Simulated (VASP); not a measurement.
Set up this calculation in VASP 6.6.1, as the native input.

| Property | Result |
| --- | --- |
| Task | single point |
| Functional | PBE |
| Potentials or basis | VASP PAW PBE potentials, release 64 (Na_pv, B, N) |
| Cutoff | 520 eV |
| k mesh | 5 × 5 × 5 |
| Occupations | fermi-dirac, width 0.05 eV |
| Spin | no spin polarisation |
| Further INCAR settings | ALGO = Normal; EDIFF = 1e-07; NBANDS = 35 |

The structure of Na6BN lies in POSCAR:

```
Na6BN
1.0
    0.0000000000      5.0158600000      5.0158600000
    5.0158600000      0.0000000000      5.0158600000
    5.0158600000      5.0158600000      0.0000000000
Na B N
6 1 1
Direct
    0.7345900000      0.2654100000      0.7345900000
    0.2654100000      0.2654100000      0.7345900000
    0.2654100000      0.7345900000      0.2654100000
    0.2654100000      0.7345900000      0.7345900000
    0.7345900000      0.2654100000      0.2654100000
    0.7345900000      0.7345900000      0.2654100000
    0.0000000000      0.0000000000      0.0000000000
    0.5000000000      0.5000000000      0.5000000000
```

The cell was built by a generator and needn't be a form met in nature.

One way to write it, as run:

INCAR

```
PREC = Accurate
ENCUT = 520
EDIFF = 1E-7
ISMEAR = -1
SIGMA = 0.05
LREAL = False
LASPH = True
NELM = 80
ALGO = Normal
ISIF = 2
LWAVE = False
LCHARG = False
GGA = PE
NBANDS = 35
```

KPOINTS

```
regular mesh
0
Gamma
  5 5 5
```

Potentials or basis: VASP PAW PBE potentials, release 64 (Na_pv, B, N).

Launch:

```bash
$ cat potpaw_PBE.64/Na_pv/POTCAR potpaw_PBE.64/B/POTCAR potpaw_PBE.64/N/POTCAR > POTCAR
$ mpirun -np 1 vasp_std > vasp.out
```

Results of the run:

* Pressure: 0.1 GPa
* Largest force: 0.019 eV/Å
* Band gap on the k mesh: none (metal or under the smearing width)

It took 110 s on 1 thread of AMD EPYC 9R45 96-Core Processor (Zen 5) (shared host), peak memory 0.39 GiB.
